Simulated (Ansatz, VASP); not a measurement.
## P: VASP beside Ansatz

Aim: how closely do two programs agree when they are given the same cell, functional and k mesh? The cell is taken from a series of runs on this material, whose earlier steps may have relaxed, scaled, displaced or heated it; both programs get it as it stands.

Main program and level: Ansatz 0.2.0; plane waves, with VASP 6.6.1 beside it; zone-centre phonons at PBEsol.

### Step 1. Starting point

The structure is orthorhombic, space group Cmce (No. 64). Conventional cell: a = 3.317 Å, b = 10.301 Å, c = 4.201 Å, α = 90.00°, β = 90.00°, γ = 90.00°. P has 3 P at 2.23 to 2.25 Å nearest.

### Step 2. Ansatz: zone-centre phonons, PBEsol

Ansatz runs on its PAW soft_1 files.

Second derivatives magnify differences that forces hide, and they need a tight electronic threshold.

input.yaml

```yaml
crystal:
  lattice:
    - [1.6582918034, -5.1505244048, 0.0]
    - [1.6582918034, 5.1505244048, 0.0]
    - [0.0, 0.0, 4.2010178903]
  atoms:
    - { symbol: P, position: [0.8948426609, 0.1051573391, 0.0730649313] }
    - { symbol: P, position: [0.6051573391, 0.3948426609, 0.5730649313] }
    - { symbol: P, position: [0.1051573391, 0.8948426609, 0.9269350687] }
    - { symbol: P, position: [0.3948426609, 0.6051573391, 0.4269350687] }
kpoints:
  mp_grid: { grid: [16, 16, 12] }
hamiltonian:
  xc: pbesol
  pseudopotentials: { kind: paw, azcp: { folder: soft_1 }, xc_functional: pbe }
scf:
  occupations: { method: methfessel_paxton, width: 0.2 }
output:
  eigenvalues: true
phonons:
  method: dfpt
basis:
  ecutwfc: 340
```

The run is started by

```
$ ansatz run input.yaml --threads 8 --pin off --max-ram 15360MiB --backend cpu --events-out ev --progress --plain --runs-dir out
```

Numbers of over 12 decimals in the logs are rounded to 6 here.

What it wrote:

```text
Warning: basis.ecutwfc = 340 eV is below the records' recommended 420 eV, and the density's cutoff is lower with it unless basis.ecutrho_ratio is high enough to keep the records' density cutoff: compare with a run at a higher cutoff
zone centre: on kpoints.mp_grid the ground state, and the responses unless they are solved on pairs of k-points, stand on 826 of the mesh's 3072 k-points, reduced under 2 symmetry operations, with k and −k counted as one. Each operation leaves every solved displacement unchanged or reverses it
Engine: ansatz 0.2.0, aarch64-unknown-linux-gnu
Pseudopotentials: kind: paw
Pseudopotential: P, paw, valence charge 5, recommended cutoff 420 eV (normal), soft_1/P.paw.azcp
Functional definition: PBEsol
  exchange = pbesol_x
  correlation = pbesol_c
Crystal: 4 atoms, lattice volume = 71.762 Å³
Basis set: ecut = 340 eV, 1007 PW (Γ), exchange–correlation on 72×72×60 points (8 copies of the dense FFT grid, shifted against one another)
Bands: 14, of which v1, the nominal top of the filled ones, is band 10 counted from 1 (9 counted from 0)
Symmetry: 8 space group operations
k-points: 826 of 3072 (irreducible under 2 space group operations, time reversal used)
Non-local potential: P, projectors of the file, l = 0: 2, l = 1: 2, l = 2: 1
PAW form: soft (Blöchl's): semilocal exchange-correlation on the pseudo side does not see the compensation charge
PAW frozen core: P, regenerated for the run's functional, and the local potential with it (the file was generated under x = pbe(κ = 0.804, μ = 0.219515), c = pbe(β = 0.066725))
PAW one-centre angular grid: P, 110 points (default); XC on 64 Gauss nodes
Initial density: superposition of atomic densities (chi_scale 0.1, normalization cell)
Initial wavefunctions: pseudopotential atomic-orbital guess
Functional: x = pbesol(κ = 0.804, μ = 0.123457), c = pbesol(β = 0.046)
SCF iter   1: F=—  HF=-2960.311701 eV  |F-HF|=—  |Δ(HF+E_count)|=         —  Δρ=3.86e-2  dr2=6.60e-1  ethr=3.10e-3  ⟨swp⟩=7.5  Hψ=193504  notcnv=0
automatic band count: the SCF goes on with 18 bands, as 14 were too few: they end inside the smearing window of the response
preconditioner: auto → Kerker (q_TF=auto, 2.205 Å⁻¹)  [metal: Δε(μ)=0.018 eV  Ē_g=10.689 eV  σ=0.200 eV  W_gap=0.07  n_scr=12 (ndim 8)  ℏωp=19.6 eV  f_vac=0.000  D(μ)=0.10/eV (n_scr^D=0)]
SCF iter   2: F=—  HF=-2960.190796 eV  |F-HF|=—  |Δ(HF+E_count)|=   1.21e-1  S|Δr|=    0.00e0  Δρ=2.29e-2  dr2=2.48e-1  ethr=3.10e-3  ⟨swp⟩=1.0  Hψ=21501  notcnv=0
SCF iter   3: F=—  HF=-2960.121813 eV  |F-HF|=—  |Δ(HF+E_count)|=   6.90e-2  S|Δr|=    0.00e0  Δρ=1.82e-3  dr2=1.47e-3  ethr=1.24e-3  ⟨swp⟩=2.0  Hψ=18564  notcnv=0
SCF iter   4: F=—  HF=-2960.122420 eV  |F-HF|=—  |Δ(HF+E_count)|=   6.07e-4  S|Δr|=    0.00e0  Δρ=5.85e-4  dr2=2.13e-4  ethr=7.35e-6  ⟨swp⟩=2.2  Hψ=20435  notcnv=0
SCF iter   5: F=—  HF=-2960.122510 eV  |F-HF|=—  |Δ(HF+E_count)|=   9.07e-5  S|Δr|=    0.00e0  Δρ=8.18e-5  dr2=5.23e-6  ethr=1.07e-6  ⟨swp⟩=2.7  Hψ=21417  notcnv=0
SCF iter   6: F=—  HF=-2960.122510 eV  |F-HF|=—  |Δ(HF+E_count)|=   4.54e-7  S|Δr|=    0.00e0  Δρ=1.73e-5  dr2=2.96e-7  ethr=2.61e-8  ⟨swp⟩=2.6  Hψ=20378  notcnv=0
SCF iter   7: F=—  HF=-2960.122510 eV  |F-HF|=—  |Δ(HF+E_count)|=   7.31e-8  S|Δr|=    0.00e0  Δρ=3.10e-6  dr2=7.91e-9  ethr=1.48e-9  ⟨swp⟩=2.5  Hψ=22059  notcnv=0  defer=8
SCF iter   8: F=—  HF=-2960.122510 eV  |F-HF|=—  |Δ(HF+E_count)|=  4.65e-10  S|Δr|=    0.00e0  Δρ=5.66e-7  dr2=4.51e-10  ethr=3.95e-11  ⟨swp⟩=2.5  Hψ=20720  notcnv=0  defer=8
SCF iter   9: F=—  HF=-2960.122510 eV  |F-HF|=—  |Δ(HF+E_count)|=  5.87e-11  S|Δr|=    0.00e0  Δρ=1.25e-7  dr2=2.32e-11  ethr=2.25e-12  ⟨swp⟩=2.5  Hψ=21317  notcnv=0  defer=10
SCF iter  10: F=-2960.122510 eV  HF=-2960.122510 eV  |F-HF|=1.36e-12  |Δ(HF+E_count)|=  5.00e-12  S|Δr|=    0.00e0  Δρ=3.13e-8  dr2=2.12e-12  ethr=1.00e-12  ⟨swp⟩=13.4  Hψ=93877  notcnv=0
SCF 1 converged in 10 iterations: F = -2960.122510 eV  dr2 = 2.12e-12
  greatest PAW one-centre occupation: 0.807 electrons in one spin orbital (limit 2), on the P atom at site 3 (counted from 0), in its partial waves of l = 0
DFPT response loops at Γ: preconditioner auto → Kerker (q_TF=auto, 2.205 Å⁻¹) (partly filled bands, converged f_vac=0.000); β = 1.00, the filter's whole step (`scf.mixing.beta` (0.50) is not read by the response loops under this deck's `scf.mixing.preconditioner`; to damp them name `kerker` or `kerker_dos`, under which they read `scf.mixing.beta`, and type it under 1.00, their step now; both keys bind the ground state too); Broyden in place of MSR1
SCF converged after 10 iterations
Stability not checked: this state was not tested for a lower state beside it, because cold or Methfessel-Paxton smearing, or corrected tetrahedra, fill the levels in a way that the test cannot read (fill_not_monotonic; see scf.lower_state_search)
Free energy (F): -2960.122510 eV
Harris-Foulkes:  -2960.122510 eV  (|F-HF|=1.36e-12)
Internal energy: -2960.123752 eV  (E = F + TS)
E sigma→0 (E₀):  -2960.122820 eV
Entropy (-TS):   0.001242 eV (0.311 meV/atom)
Fermi energy:    8.229083 eV
--- Per-component energies (eV) ---
  E_band       = 29.352002
  E_kinetic    = 273.746888
  E_local      = -222.802111  (includes V_loc(G=0)·N_el)
  E_nonlocal   = 130.515965
  E_hartree    = 61.239980
  E_xc         = -288.320913
  E_vxc        = -243.890038  (∫ρ·V_xc dr)
  E_paw        = -2172.676940  (= ΣΔE_a)
  E_vpaw       = -30.698674  (= ΣTr[D̂ρ^β])
  E_aug_tail   = -0.000003  (compensation charges beyond the density's cutoff)
  E_ewald      = -742.011003
  E_core_change = 0.184385  (= ΣΔE_core)
  E_smearing   = 0.001242  (= −TS)
  E_closure    = -0.000000  (closes the sum)
  Σ components = -2960.122510   (vs F -2960.122510, Δ=0.00e0)
--- Band table (eV; the first three rows and the last of 826) ---
  k-point 0: bands = [... 6 lower, 4.1921, 5.3336, 5.6453, 6.8996, 9.1618, 9.3939, 10.1125, 11.6140, ... 4 higher]
  k-point 1: bands = [... 6 lower, 4.2266, 5.6461, 5.8224, 6.6033, 9.2109, 9.7142, 10.0795, 11.4462, ... 4 higher]
  k-point 2: bands = [... 6 lower, 4.3278, 5.6411, 5.9821, 6.6505, 9.3882, 9.9472, 10.3733, 11.0699, ... 4 higher]
  k-point 825: bands = [... 6 lower, 5.7654, 5.7654, 6.9397, 6.9397, 9.5283, 9.5283, 10.8895, 10.8895, ... 4 higher]
--- Phonons (Γ-DFPT): 3 representative perturbations + reference, on 826 of 3072 k-points (Σ response iterations 9) ---
  k mesh reduced under 2 symmetry operations, with k and −k counted as one. Each operation leaves every solved displacement unchanged or reverses it
  ASR residual: 4.526e-6 → 0.000e0 eV/Å²; symmetrization residual: 1.237e-6 eV/Å²
  ASR residual per site (eV/Å²): 4.53e-6 4.53e-6 4.53e-6 4.53e-6
  Γ frequencies (cm⁻¹): 0.00 0.00 0.00 88.21 178.56 214.78 355.36 399.30 412.88 418.63 444.48 457.25
  non-analytic LO–TO correction: not included (Born effective charges unavailable; polar crystals: no LO–TO splitting at Γ)
```

Reading the cycles: dr2 is the Hartree energy of the density residual (eV), the measure of convergence; HF is the Harris–Foulkes estimate of the energy, which meets the free energy F at convergence.

(Part 1 of 2 ends here.)

[Lines on the potential files, build, host, timing and source positions are cut from VASP's logs without a mark.]

[Logs are printed without paths, hosts, clocks, repeated set-up lines and the standing remarks that a program may print on its own settings, such as how far it seeks lower states.]

[Hosts, paths, dates, database ids (printed as entryN), source tags and the programs' standing remarks are cut or masked in the printed files.]
